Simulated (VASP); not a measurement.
# A slab model of the (1 1 0) face of BiTe, part 3 of 4

Aim: model the (1 1 0) face of BiTe by a slab and find how far its highest filled level lies below the vacuum. The start is a cell from a database of measured crystal structures.

VASP 6.6.1; PBE; plane waves and PAW (Bi, Te).

So far. Step 2 (The bulk reference): Energy at zero smearing: -7.16520 eV. Step 3 (Surface relaxation): The run ended after 12 ionic steps, 0.142 eV below its first step, once the forces on the free atoms met EDIFFG = -0.03.

## (4) Potential and states of the slab

A static run writes the electrostatic potential without exchange and correlation (LVHAR), which is flat in the vacuum and gives the level to count from. The dipole correction cancels the field that unlike faces would set up across the vacuum.

Contents of INCAR:

```
SYSTEM = BiTe
PREC = Normal
ENCUT = 300
EDIFF = 1E-06
NELM = 120
ISMEAR = 0
SIGMA = 0.05
LREAL = .FALSE.
ALGO = Fast
GGA = PE
NBANDS = 51
LORBIT = 11
LWAVE = .FALSE.
LCHARG = .TRUE.
IDIPOL = 3
LDIPOL = .TRUE.
DIPOL = 0.5 0.5 0.502
LVHAR = .TRUE.
LVACPOTAV = .TRUE.
LELF = .TRUE.
NEDOS = 1500
```

Contents of POSCAR:

```
BiTe
1.0
    4.5749808743      0.0000000000      0.0000000000
    0.0000000000      6.4700000000      0.0000000000
    0.0000000000      0.0000000000     24.1499617486
Bi Te
5 5
Direct
    0.5000000000      0.5000000000      0.3105595000
    0.0000000000      0.0000000000      0.4052797500
    0.5000000000      0.5000000000      0.5028766435
    0.0000000000      0.0000000000      0.6020138307
    0.5000000000      0.5000000000      0.6926889584
    0.5000000000      0.0000000000      0.3105595000
    0.0000000000      0.5000000000      0.4052797500
    0.5000000000      0.0000000000      0.5003253020
    0.0000000000      0.5000000000      0.6030748546
    0.5000000000      0.0000000000      0.6860073857
```

Contents of KPOINTS:

```
Automatic mesh
0
Gamma
6 4 1
0 0 0
```

The projector-augmented-wave data sets are Bi and Te (PBE family, release 64).

Started as:

```console
$ mpirun -np 2 vasp_std
```

The program printed:

```text
[banner, memory and clock lines left out]
running    2 mpi-ranks, on    1 nodes
 distrk:  each k-point on    2 cores,    1 groups
 distr:  one band on    1 cores,    2 groups

 POSCAR found type information on POSCAR BiTe
 POSCAR found :  2 types and      10 ions
 LDA part: xc-table for (Slater+PW92), standard interpolation
|                                                                             |
|           W    W    AA    RRRRR   N    N  II  N    N   GGGG   !!!           |
|           W    W   A  A   R    R  NN   N  II  NN   N  G    G  !!!           |
|           W    W  A    A  R    R  N N  N  II  N N  N  G       !!!           |
|           W WW W  AAAAAA  RRRRR   N  N N  II  N  N N  G  GGG   !            |
|           WW  WW  A    A  R   R   N   NN  II  N   NN  G    G                |
|           W    W  A    A  R    R  N    N  II  N    N   GGGG   !!!           |
|                                                                             |
|     The number of bands has been changed from the values supplied in        |
|     The orbitals not found in the WAVECAR file will be initialized with     |
|     random numbers, which is usually adequate. For correlated               |
|     calculations, however, you should redo the groundstate calculation.     |
|     I found NBANDS = 51. Now, NBANDS = 52.                                  |
|                                                                             |

 POSCAR, INCAR and KPOINTS ok, starting setup
 FFT: planning ... GRIDC
 FFT: planning ... GRID_SOFT
 FFT: planning ... GRID
 WAVECAR not read
 entering main loop
       N       E                     dE             d eps       ncg     rms          rms(c)
DAV:   1     0.245801056759E+03    0.24580E+03   -0.12203E+04  1248   0.494E+02
DAV:   2    -0.347041589201E+01   -0.24927E+03   -0.23730E+03  1724   0.114E+02
DAV:   3    -0.332387434539E+02   -0.29768E+02   -0.29237E+02  1536   0.414E+01
DAV:   4    -0.350782304200E+02   -0.18395E+01   -0.18384E+01  1744   0.104E+01
DAV:   5    -0.351153873112E+02   -0.37157E-01   -0.37155E-01  1764   0.191E+00    0.131E+01
RMM:   6    -0.349974711006E+02    0.11792E+00   -0.42807E-01  1460   0.126E+00    0.842E+00
RMM:   7    -0.453680768499E+02   -0.10371E+02   -0.16759E+00  1848   0.189E+00    0.116E+01
RMM:   8    -0.348817308946E+02    0.10486E+02   -0.96129E-01  1746   0.152E+00    0.162E+00
RMM:   9    -0.347930618204E+02    0.88669E-01   -0.83321E-02  1583   0.629E-01    0.915E-01
RMM:  10    -0.347863181637E+02    0.67437E-02   -0.23396E-02  1608   0.341E-01    0.740E-01
RMM:  11    -0.347836967153E+02    0.26214E-02   -0.45822E-03  1725   0.171E-01    0.478E-01
RMM:  12    -0.347833376872E+02    0.35903E-03   -0.11139E-03  1595   0.894E-02    0.307E-01
RMM:  13    -0.347824677895E+02    0.86990E-03   -0.64471E-04  1568   0.640E-02    0.122E-01
RMM:  14    -0.347823512505E+02    0.11654E-03   -0.12622E-04  1647   0.330E-02    0.475E-02
RMM:  15    -0.347823856705E+02   -0.34420E-04   -0.60477E-05  1571   0.221E-02    0.481E-02
RMM:  16    -0.347823966537E+02   -0.10983E-04   -0.38643E-05  1547   0.158E-02    0.198E-02
RMM:  17    -0.347824376983E+02   -0.41045E-04   -0.16621E-05  1559   0.949E-03    0.156E-02
RMM:  18    -0.347824533594E+02   -0.15661E-04   -0.42228E-06  1402   0.504E-03    0.331E-03
RMM:  19    -0.347824840174E+02   -0.30658E-04   -0.79142E-06  1437   0.428E-03    0.286E-03
RMM:  20    -0.347825026837E+02   -0.18666E-04   -0.15557E-06  1296   0.243E-03    0.635E-03
RMM:  21    -0.347825268967E+02   -0.24213E-04   -0.14623E-06  1294   0.227E-03    0.686E-03
RMM:  22    -0.347825400683E+02   -0.13172E-04   -0.39880E-07  1131   0.135E-03    0.709E-04
RMM:  23    -0.347825488767E+02   -0.88084E-05   -0.16914E-07   919   0.775E-04    0.707E-04
RMM:  24    -0.347825519684E+02   -0.30917E-05   -0.76301E-08   792   0.673E-04    0.105E-03
RMM:  25    -0.347825524351E+02   -0.46665E-06   -0.17767E-08   642   0.581E-04
|                                                                             |
|           W    W    AA    RRRRR   N    N  II  N    N   GGGG   !!!           |
|           W    W   A  A   R    R  NN   N  II  NN   N  G    G  !!!           |
|           W    W  A    A  R    R  N N  N  II  N N  N  G       !!!           |
|           W WW W  AAAAAA  RRRRR   N  N N  II  N  N N  G  GGG   !            |
|           WW  WW  A    A  R   R   N   NN  II  N   NN  G    G                |
|           W    W  A    A  R    R  N    N  II  N    N   GGGG   !!!           |
|                                                                             |
|     Did not find any points to average over, which means that no vacuum     |
|     field-free region was found. Please increase the size of  your cell     |
|     in the dimension of the dipole correction to obtain accurate            |
|     workfunction values.                                                    |
|                                                                             |

   1 F= -.34782552E+02 E0= -.34777875E+02  d E =-.935570E-02
```

Run time: 2.4 min. Hardware: 2 MPI ranks of Intel Xeon Platinum 8488C (Sapphire Rapids), shared host; peak memory 0.48 GiB.

From OUTCAR (step 4):

```text
 Subroutine GETGRP returns: Found  4 space group operations
 (whereof  4 operations were pure point group operations)

The static configuration has the point symmetry C_2v.

 Found     12 irreducible k-points:

   k-points           NKPTS =     12   k-points in BZ     NKDIM =     12   number of bands    NBANDS=     52

   NELECT =      55.0000    total number of electrons

 dipolmoment           0.000000      0.000000     -0.025151 electrons x Angstroem

 E-fermi :   0.6260

 k-point     1 :       0.0000    0.0000    0.0000
  band No.  band energies     occupation
    ...
     22      -1.3820      2.00000
     23      -1.2391      2.00000
     24      -0.9150      2.00000
     25      -0.8538      2.00000
     26       0.2713      2.00000
     27       0.6881      0.07888
     28       0.8940      0.00000
     29       1.0578      0.00000
     30       1.6161      0.00000
     31       1.8449      0.00000
    ...

 k-point     2 :       0.1667    0.0000    0.0000
  band No.  band energies     occupation
    ...
     22      -1.3119      2.00000
     23      -1.1880      2.00000
     24      -1.0418      2.00000
     25      -0.9691      2.00000
     26       0.5345      1.99034
     27       0.7567      0.00022
     28       0.9573      0.00000
     29       1.1162      0.00000
     30       1.8659      0.00000
     31       2.1627      0.00000
    ...

  Total       -4.8595326      0.5322800     -2.0975652      0.0000000      0.0000000      0.0000000
  in kB      -10.8916849      1.1930007     -4.7012792      0.0000000      0.0000000      0.0000000
  external PRESSURE =      -4.7999878 kB  Pullay stress =       0.0000000 kB

 POSITION                                       TOTAL-FORCE (eV/Angst)
 -----------------------------------------------------------------------------------
      2.28749      3.23500      7.50000         0.000000      0.000000      0.310732
      0.00000      0.00000      9.78749         0.000000      0.000000     -0.623798
      2.28749      3.23500     12.14445         0.000000      0.000000     -0.007644
      0.00000      0.00000     14.53861         0.000000      0.000000     -0.013437
      2.28749      3.23500     16.72841         0.000000      0.000000      0.003762
      2.28749      0.00000      7.50000         0.000000      0.000000      0.601577
      0.00000      3.23500      9.78749         0.000000      0.000000     -0.273497
      2.28749      0.00000     12.08284         0.000000      0.000000     -0.005232
      0.00000      3.23500     14.56423         0.000000      0.000000     -0.012295
      2.28749      0.00000     16.56705         0.000000      0.000000      0.019831
 -----------------------------------------------------------------------------------
    total drift:                                0.000000     -0.000000     -0.002250

  FREE ENERGIE OF THE ION-ELECTRON SYSTEM (eV)
  ---------------------------------------------------
  free  energy   TOTEN  =       -34.7825524351 eV

  energy  without entropy=      -34.7731967400  energy(sigma->0) =      -34.77787459

 vacuum level on the upper side and lower side of the slab         4.767         4.921

 total charge
# of ion       s       p       d       tot
------------------------------------------
    1        1.764   1.663   0.054   3.482
    2        1.791   1.589   0.096   3.477
    3        1.766   1.725   0.070   3.561
    4        1.791   1.640   0.102   3.533
    5        1.762   1.716   0.059   3.537
    6        1.395   1.905   0.017   3.317
    7        1.425   1.823   0.041   3.289
    8        1.400   1.917   0.027   3.344
    9        1.425   1.832   0.042   3.300
   10        1.401   1.916   0.024   3.342
--------------------------------------------------
tot         15.921  17.728   0.531  34.180

[... 5 parts as in an earlier step ...]

[... 6 further parts left out ...]
```

Numbers from this step:

```
electronic cycles                          : 25
Fermi energy                               : 0.626 eV
DOS at the Fermi level                     : 8.321 states/eV/cell
dipole moment                              : 0, 0, -0.02515 e·Å
vacuum levels                              : 4.767, 4.921 eV
work functions of the upper and lower face : 4.141, 4.295 eV
```

The density of states has structure finer than the step of the table below, so its rows give means over 0.5 eV, whole bins alone (the curve runs from -12 to 7.86 eV). Peaks (eV: height): total -3.02: 14.9, -1.89: 16.5, -0.10: 16.3, 5.18: 15.4; Bi s -10.85: 7.80, -10.73: 4.51, -10.33: 4.58, -10.18: 4.57; Bi p -0.31: 5.12, -0.10: 7.61, 0.13: 5.94, 1.88: 5.29; Bi d 4.99: 1.13, 5.18: 1.42, 5.42: 1.22, 5.66: 1.48; Te s -11.53: 3.09, -11.36: 5.05, -11.05: 4.65, -10.18: 2.83.

Density of states against energy, zero at the Fermi level; means over each step; values in states/eV/cell:

```csv
energy (eV),total,Bi s,Bi p,Bi d,Te s,Te p
-11.5,7.42,2.15,0.109,0.0172,3.12,0.0365
-11.0,6.44,2.92,0.0684,0.0111,1.94,0.0567
-10.5,5.87,3.09,0.0616,0.00807,1.50,0.0619
-10.0,5.33,2.57,0.0587,0.00936,1.65,0.0476
-9.5,3.39,1.57,0.0421,0.00407,1.16,0.0319
-9.0,1.46,0.686,0.0165,6.8e-4,0.530,0.0125
-8.5,0.599,0.291,0.00369,1.1e-4,0.228,0.00285
-8.0,1.3e-4,5.4e-5,0,0,4.3e-5,0
-7.5,0,0,0,0,0,0
-7.0,0,0,0,0,0,0
-6.5,0,0,0,0,0,0
-6.0,0,0,0,0,0,0
-5.5,0.294,0,0.0737,3.2e-4,0,0.0635
-5.0,2.67,0.00855,0.654,0.00717,0.00765,0.590
-4.5,4.06,0.0307,0.974,0.0195,0.0229,0.929
-4.0,7.13,0.0635,1.69,0.0439,0.0404,1.74
-3.5,9.68,0.0998,2.26,0.0639,0.0602,2.56
-3.0,9.82,0.133,2.18,0.0851,0.0700,2.76
-2.5,9.14,0.176,1.80,0.106,0.0780,2.83
-2.0,9.44,0.236,1.20,0.169,0.0671,3.32
-1.5,7.45,0.298,0.523,0.148,0.0282,2.88
-1.0,0.598,0.0185,0.120,0.0110,0.0140,0.159
-0.5,4.52,0.0180,2.27,0.0158,0.156,0.191
0.0,8.71,0.0789,4.05,0.0571,0.242,0.832
0.5,7.29,0.0742,3.06,0.0836,0.169,0.952
1.0,5.96,0.0720,2.27,0.0826,0.110,0.940
1.5,6.28,0.0652,2.36,0.0883,0.104,1.19
2.0,8.73,0.0963,3.28,0.123,0.100,1.82
2.5,8.02,0.0761,2.84,0.125,0.0750,1.87
3.0,5.90,0.0348,1.71,0.197,0.0360,1.25
3.5,6.49,0.0187,1.30,0.371,0.0210,1.01
4.0,6.20,0.0131,0.821,0.341,0.0147,0.565
4.5,7.75,0.0145,0.587,0.551,0.0149,0.377
5.0,8.41,0.0301,0.439,0.652,0.0261,0.267
5.5,10.7,0.0341,0.539,0.842,0.0288,0.256
6.0,8.04,0.0290,0.357,0.561,0.0201,0.194
6.5,4.28,0.0123,0.164,0.322,0.0127,0.131
7.0,0.335,0.00200,0.00647,0.0117,5.9e-4,0.0138
7.5,0,0,0,0,0,0
```

The planar average of the electrostatic potential oscillates, so the rows of the table below give means over windows of 2.35 Å about each position, cut where the curve ends. Its maxima inside the range that stand out by 2 % of the span (Å: eV): 8.6: -0.0261, 11.0: 0.132, 13.3: 0.615, 15.5: -1.63. Its minima: 7.5: -11.2, 9.8: -11.6, 12.1: -11.3, 14.5: -11.7, 16.7: -11.4.

Zero at the Fermi level. The planar average of the electrostatic potential by height; means over each step:

```csv
height (Å),planar average of the electrostatic potential (eV)
1.18,4.29
3.53,4.29
5.88,2.05
8.23,-5.89
10.58,-5.93
12.93,-5.26
15.28,-7.31
17.63,-2.07
19.98,4.11
22.33,4.14
```

Density of states in the PAW spheres, an atom over height of the layer and energy from the Fermi level.

Ten even steps from '_' (0.00 states/eV) to '@' (1.34 states/eV), each cell a mean:
```
--::::==....++
**::++::....@@
--..--::____++
____________..
..____________
++..--....++..
======::==**::
--==::--====::
----::--====--
--====--======
::==::==++----
::----------::
__::::--::....
__....::....__
______..______
______________
______________
______________
______________
______________
______________
______________
```
Columns: height of the layer (Å) from 7.5 to 16.7 (not evenly spaced); rows upwards: energy from the Fermi level (eV) from -7.9 to 0.5.

Force by atom:

```csv
atom,x (eV/Å),y (eV/Å),z (eV/Å),size
Bi1,0.000,0.000,0.311,0.311
Bi2,0.000,0.000,-0.624,0.624
Bi3,0.000,0.000,-0.008,0.008
Bi4,0.000,0.000,-0.013,0.013
Bi5,0.000,0.000,0.004,0.004
Te6,0.000,0.000,0.602,0.602
Te7,0.000,0.000,-0.273,0.273
Te8,0.000,0.000,-0.005,0.005
Te9,0.000,0.000,-0.012,0.012
Te10,0.000,0.000,0.020,0.020
```

Valence density in the cb plane at fractional x = 0.500, with atoms of Bi and Te within 0.2 Å of it. It is the smooth field of the valence electrons, not physical close to the nuclei.

Values in e/Å³, 9 rows by 16 columns, each cell a mean:
```
0.00 0.00 0.00 0.00 0.00 0.02 0.30 0.28 0.37 0.08 0.10 0.39 0.31 0.23 0.05 0.27
0.00 0.00 0.00 0.00 0.00 0.01 0.13 0.34 0.19 0.04 0.05 0.23 0.32 0.10 0.03 0.11
0.00 0.00 0.00 0.00 0.00 0.01 0.08 0.22 0.12 0.03 0.03 0.14 0.22 0.07 0.02 0.07
0.00 0.00 0.00 0.00 0.00 0.02 0.19 0.26 0.23 0.06 0.07 0.26 0.26 0.17 0.04 0.14
0.00 0.00 0.00 0.00 0.00 0.02 0.24 0.10 0.25 0.08 0.09 0.25 0.11 0.21 0.05 0.18
0.00 0.00 0.00 0.00 0.00 0.02 0.16 0.29 0.21 0.05 0.05 0.23 0.29 0.14 0.04 0.11
0.00 0.00 0.00 0.00 0.00 0.01 0.08 0.20 0.11 0.03 0.03 0.13 0.20 0.07 0.02 0.07
0.00 0.00 0.00 0.00 0.00 0.01 0.17 0.42 0.25 0.05 0.06 0.30 0.40 0.13 0.03 0.15
0.00 0.00 0.00 0.00 0.00 0.03 0.33 0.11 0.38 0.08 0.11 0.37 0.17 0.26 0.06 0.30
```
Columns run along c (16.0 Å, from fractional 0.00 to 0.66 of the cell), rows up along b (6.5 Å). Atoms in or near the plane, at fractional coordinates: Bi at (0.31, 0.50), Bi at (0.50, 0.50), Te at (0.31, 0.00), Te at (0.50, 0.00).

ELF in the cb plane at fractional x = 0.500, with atoms of Bi and Te within 0.2 Å of it. It is the smooth field of the valence electrons, not physical close to the nuclei.

Ten even steps from '0' (0.00) to '9' (0.94), each cell a mean:
```
00000000000001257999767875101588877897301378
00000000000000146899888864101478888886200267
00000300000000024678888642000257888864100136
00000000000000001245665421000024566531000013
00000000000000001234554310000013455431000012
00000000000000013467877531000135788753100023
00000000000000136899999853100258999985200136
00000000000001257999999873101369999996300147
00000000000001358999999974101379999997310147
00000000000001246899999863100268999986200136
00000000000000124688888642000147899874100025
00000000000000001245665321000024566532000012
00000000000000001234554310000013455421000012
00000000000000012467877531000136777752100124
00000000000000135789988763100368888885200257
00012000000001257999878875101578878887301368
00000000000001358998667885201588766897411478
```
Columns run along c (16.0 Å, from fractional 0.00 to 0.66 of the cell), rows up along b (6.5 Å). Atoms in or near the plane, at fractional coordinates: Bi at (0.31, 0.50), Bi at (0.50, 0.50), Te at (0.31, 0.00), Te at (0.50, 0.00).

Electrostatic potential energy in the cb plane at fractional x = 0.500, with atoms of Bi and Te within 0.2 Å of it. With pseudopotentials it is smooth inside the atoms' cores, unlike the true potential.

Ten even steps from '0' (-65 eV) to '9' (5 eV), each cell a mean:
```
99999999999999999950000699999983000279999985
99999999999999999984114899999996212689999998
99999999999999999998778999999998877899999999
99999999999999999999999999999999999999999999
99999999999999999999999999999999999999999999
99999999999999999997667999999998766899999999
99999999999999999974334799999986423579999998
99999999999999999852002589999984101369999997
99999999999999999851002589999974100269999996
99999999999999999863113699999985211479999997
99999999999999999986446899999997545689999998
99999999999999999998888999999999888999999999
99999999999999999999999999999999999999999999
99999999999999999999889999999999888999999999
99999999999999999986447899999998545799999998
99999999999999999961002799999984000489999996
99999999999999999840000599999972000179999984
```
Columns run along c (16.0 Å, from fractional 0.00 to 0.66 of the cell; values clipped at the 3rd and 97th percentile), rows up along b (6.5 Å). Atoms in or near the plane, at fractional coordinates: Bi at (0.31, 0.50), Bi at (0.50, 0.50), Te at (0.31, 0.00), Te at (0.50, 0.00).

The density of states holds every band computed, so its fall toward the upper end of the range is no gap.

The map of layer states is cut here 0.5 eV above the Fermi level, so it leaves out the states above that.

The vacuum level lies 4.14 eV above the Fermi level at the upper face; the two faces differ by 0.15 eV, the step that the slab's dipole of -0.025 e·Å makes.

VASP counts the dipole in electrons times Å, so a positive number points the physical dipole along −c.

The program found no field-free point at its default tolerance, but its printed level agrees with the flat part of the planar average.

On this mesh the fine structure of the density of states is sampling noise, and high empty states may be cut by the number of bands.

(Part 3 of 4 ends here.)

[Lines on the potential files, build, host, timing and source positions are cut from VASP's logs without a mark.]

[Logs are printed without paths, hosts, clocks, repeated set-up lines and the standing remarks that a program may print on its own settings, such as how far it seeks lower states.]

[Hosts, paths, dates, database ids (printed as entryN), source tags and the programs' standing remarks are cut or masked in the printed files.]

[In band tables of VASP the shares of atoms and orbitals are scaled to a sum of 1 inside the atoms' spheres.]

[Runs that stopped without an error message from VASP are left out.]
